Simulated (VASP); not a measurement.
Method: PBE GGA, VASP's PBE PAW potentials (set 64) (plane waves; VASP).

A VASP calculation is set up with these files.

**INCAR**
```
ADDGRID = T
ISMEAR = 1   # Methfessel-Paxton
LWAVE = F
GGA = PE   # PBE
LMAXMIX = 4
EDIFF = 1E-6
SIGMA = 0.1   # width (eV)
LREAL = F   # projection in real space or not
ISIF = 2   # forces and stress, cell fixed
ALGO = Normal
ENCUT = 400   # plane-wave cut-off (eV)
NELM = 100   # most electronic steps
SYSTEM = Pd
PREC = Accurate
LCHARG = F
LASPH = T
```

**KPOINTS**
```
K-points
0
G
  14 14 14
0 0 0
```

File POSCAR:
```
Pd
1.98390
  0.0000000000   1.0000000000   1.0000000000
  1.0000000000   0.0000000000   1.0000000000
  1.0000000000   1.0000000000   0.0000000000
Pd
1
Direct
  0.0000000000   0.0000000000   0.0000000000
```

POTCAR, in this order: Pd (PBE.64 set). Program: vasp_std.

The resulting files:

OSZICAR:
```
       N       E                     dE             d eps       ncg     rms          rms(c)
DAV:   1     0.314712301988E+02    0.31471E+02   -0.45119E+03  1904   0.824E+02
DAV:   2    -0.515904008637E+01   -0.36630E+02   -0.35309E+02  1985   0.171E+02
DAV:   3    -0.547400522385E+01   -0.31497E+00   -0.31333E+00  2149   0.183E+01
DAV:   4    -0.547556965344E+01   -0.15644E-02   -0.15643E-02  2217   0.123E+00
DAV:   5    -0.547558648645E+01   -0.16833E-04   -0.16833E-04  2156   0.111E-01    0.660E+00
DAV:   6    -0.521379483217E+01    0.26179E+00   -0.13148E+00  1907   0.107E+01    0.325E+00
DAV:   7    -0.520662469048E+01    0.71701E-02   -0.24670E-03  1980   0.556E-01    0.181E+00
DAV:   8    -0.520341293685E+01    0.32118E-02   -0.94491E-04  1974   0.242E-01    0.231E-02
DAV:   9    -0.520342090413E+01   -0.79673E-05   -0.83177E-06  2428   0.293E-02    0.102E-02
DAV:  10    -0.520342333757E+01   -0.24334E-05   -0.11014E-06  2030   0.119E-02    0.143E-03
DAV:  11    -0.520342327425E+01    0.63319E-07   -0.22811E-08  1001   0.136E-03
   1 F= -.52034233E+01 E0= -.52028325E+01  d E =-.177247E-02
```

**OUTCAR**
```
------------------------ aborting loop because EDIFF is reached ----------------------------------------
  FORCE on cell =-STRESS in cart. coord.  units (eV):
  Direction    XX          YY          ZZ          XY          YZ          ZX
  --------------------------------------------------------------------------------------
  Total       -0.3446776     -0.3446776     -0.3446776     -0.0000000      0.0000000     -0.0000000
  in kB      -35.3617959    -35.3617959    -35.3617959     -0.0000000      0.0000000     -0.0000000
  external PRESSURE =     -35.3617959 kB  Pullay stress =       0.0000000 kB
  volume of cell :       15.62
      direct lattice vectors                 reciprocal lattice vectors
     0.000000000  1.983900000  1.983900000    -0.252028832  0.252028832  0.252028832
     1.983900000  0.000000000  1.983900000     0.252028832 -0.252028832  0.252028832
     1.983900000  1.983900000  0.000000000     0.252028832  0.252028832 -0.252028832
 POSITION                                       TOTAL-FORCE (eV/Angst)
 -----------------------------------------------------------------------------------
      0.00000      0.00000      0.00000         0.000000      0.000000     -0.000000
 -----------------------------------------------------------------------------------
    total drift:                               -0.000000     -0.000000     -0.000000
  FREE ENERGIE OF THE ION-ELECTRON SYSTEM (eV)
  ---------------------------------------------------
  free  energy   TOTEN  =        -5.2034232743 eV

  energy  without entropy=       -5.2016508092  energy(sigma->0) =       -5.20283245
```
(Selected blocks of OUTCAR.)

The compound is Pd in the fcc structure. The cell was not relaxed at this level. The run is one of a series of settings (ADDGRID = .TRUE. against the base run), some of them coarse on purpose.
